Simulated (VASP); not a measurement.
Output of a VASP run:

OSZICAR:
```
       N       E                     dE             d eps       ncg     rms          rms(c)
DAV:   1     0.102010041880E+03    0.10201E+03   -0.82124E+03  5488   0.115E+03
DAV:   2    -0.137278312779E+02   -0.11574E+03   -0.11444E+03  5626   0.307E+02
DAV:   3    -0.225262642749E+02   -0.87984E+01   -0.86591E+01  9268   0.741E+01
DAV:   4    -0.227001332314E+02   -0.17387E+00   -0.17362E+00  6696   0.109E+01
DAV:   5    -0.227065772785E+02   -0.64440E-02   -0.64434E-02  8930   0.200E+00    0.109E+01
DAV:   6    -0.214740523488E+02    0.12325E+01   -0.31336E+01  8364   0.444E+01    0.692E+00
DAV:   7    -0.207346346165E+02    0.73942E+00   -0.10723E+01  7228   0.252E+01    0.293E+00
DAV:   8    -0.207061707168E+02    0.28464E-01   -0.15437E+00  7292   0.108E+01    0.173E+00
DAV:   9    -0.206570193218E+02    0.49151E-01   -0.47341E-01  7544   0.565E+00    0.197E-01
DAV:  10    -0.206583065267E+02   -0.12872E-02   -0.87892E-03  7222   0.824E-01    0.257E-01
DAV:  11    -0.206568477870E+02    0.14587E-02   -0.92306E-03  7958   0.723E-01    0.321E-02
DAV:  12    -0.206568604589E+02   -0.12672E-04   -0.11740E-04  6722   0.945E-02    0.192E-02
DAV:  13    -0.206568588936E+02    0.15653E-05   -0.39816E-06  7662   0.214E-02    0.104E-02
DAV:  14    -0.206568579030E+02    0.99058E-06   -0.32918E-06  8022   0.143E-02    0.186E-03
DAV:  15    -0.206568578175E+02    0.85487E-07   -0.75633E-08  4264   0.250E-03
   1 F= -.20656858E+02 E0= -.20656858E+02  d E =0.000000E+00
```

File OUTCAR:
```
------------------------ aborting loop because EDIFF is reached ----------------------------------------
  FORCE on cell =-STRESS in cart. coord.  units (eV):
  Direction    XX          YY          ZZ          XY          YZ          ZX
  --------------------------------------------------------------------------------------
  Total       -0.0055319     -0.0055319      0.0424119      0.0000000      0.0000000      0.0000000
  in kB       -0.1393241     -0.1393241      1.0681649      0.0000000      0.0000000      0.0000000
  external PRESSURE =       0.2631722 kB  Pullay stress =       0.0000000 kB
  volume of cell :       63.62
      direct lattice vectors                 reciprocal lattice vectors
    -1.921790057  1.921790057  4.306141799     0.000000000  0.260174101  0.116113222
     1.921790057 -1.921790057  4.306141799     0.260174101  0.000000000  0.116113222
     1.921790057  1.921790057 -4.306141799     0.260174101  0.260174101  0.000000000
 POSITION                                       TOTAL-FORCE (eV/Angst)
 -----------------------------------------------------------------------------------
      0.00000      0.00000      0.00000        -0.000000     -0.000000     -0.000000
      0.00000      0.00000      4.30614        -0.000000     -0.000000     -0.000000
      0.00000      1.92179      2.15307        -0.000000      0.000000      0.000000
      1.92179      0.00000      2.15307         0.000000     -0.000000     -0.000000
 -----------------------------------------------------------------------------------
    total drift:                               -0.000000      0.000000      0.000000
  FREE ENERGIE OF THE ION-ELECTRON SYSTEM (eV)
  ---------------------------------------------------
  free  energy   TOTEN  =       -20.6568578175 eV

  energy  without entropy=      -20.6568578175  energy(sigma->0) =      -20.65685782

 total charge

# of ion       s       p       d       tot
------------------------------------------
    1        2.163   6.113   2.006  10.282
    2        0.445   0.369   0.000   0.815
    3        0.406   0.400   0.000   0.806
    4        0.406   0.400   0.000   0.806
--------------------------------------------------
tot          3.420   7.282   2.006  12.708

 Electric field gradients after diagonalization (V/A^2)
 (convention: |V_zz| > |V_xx| > |V_yy|)
----------------------------------------------------------------------
 ion       V_xx      V_yy      V_zz     asymmetry (V_yy - V_xx)/ V_zz
----------------------------------------------------------------------
   1      12.335    12.333   -24.668       0.000
   2     -16.240   -16.240    32.479       0.000
   3       4.320     4.320    -8.641       0.000
   4       4.320     4.320    -8.641       0.000
```
(Selected blocks of OUTCAR.)

**POSCAR**
```
TiAl3
1
   -1.9217900567     1.9217900567     4.3061417991
    1.9217900567    -1.9217900567     4.3061417991
    1.9217900567     1.9217900567    -4.3061417991
Ti Al
1 3
Direct
  0.0000000000   0.0000000000   0.0000000000
  0.5000000000   0.5000000000   0.0000000000
  0.7500000000   0.2500000000   0.5000000000
  0.2500000000   0.7500000000   0.5000000000
```

### Question
Write an INCAR and KPOINTS that could have produced this output.

### Answer
This is not unique; one that fits is the input of the run itself, PBE GGA, plane waves, VASP's PBE PAW potentials (set 64).

**INCAR**
```
! general
SYSTEM   =  TiAl3
PREC     =  Accurate
ENCUT    =  400
LREAL    =  .False.
LASPH    =  .True.

! electronic loop
EDIFF    =  1E-7
NELM     =  100
ALGO     =  Normal
LMAXMIX  =  4

! smearing
ISMEAR   =  -5

! functional
GGA      =  PE

! ions
ISIF     =  2

! output
LWAVE    =  .False.
LCHARG   =  .True.
LORBIT   =  11
NEDOS    =  601

! other
LEFG     =  .True.
```

**KPOINTS**
```
Automatic mesh
0
Gamma
13 13 13
0 0 0
```

POTCAR, in this order: Ti_sv Al (PBE.64 set). Program: vasp_std.

For a metal the tetrahedron method with Blöchl corrections gives inexact stress and forces.

The compound is TiAl3 in the sg139 structure. It was relaxed first. The electron count is odd and the run is not spin-polarised, which forces a metal.
